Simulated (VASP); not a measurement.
Data:

```xyz
1
Lattice="0.0000 1.8958 1.8958 1.8958 0.0000 1.8958 1.8958 1.8958 0.0000" Properties=species:S:1:pos:R:3 pbc="T T T"
Rh     0.0000     0.0000     0.0000
```

Level of theory: PBE GGA with D3 dispersion (zero damping), VASP's PBE PAW potentials (set 64) (plane waves; VASP). Run with 520 eV cut-off, Gaussian smearing of 0.050 eV, potentials Rh_pv.

Question: What does the run give for the band gap (along the path) with the smallest direct gap where there is one?

Answer: 
```
Item                                                         Result
-------------------------  ----------------------------------------
band gap (along the path)  none (metal, semimetal or under 0.01 eV)
```

Only differences to runs with the same potentials and settings are physical.

The compound is Rh in the fcc structure. It was relaxed first.
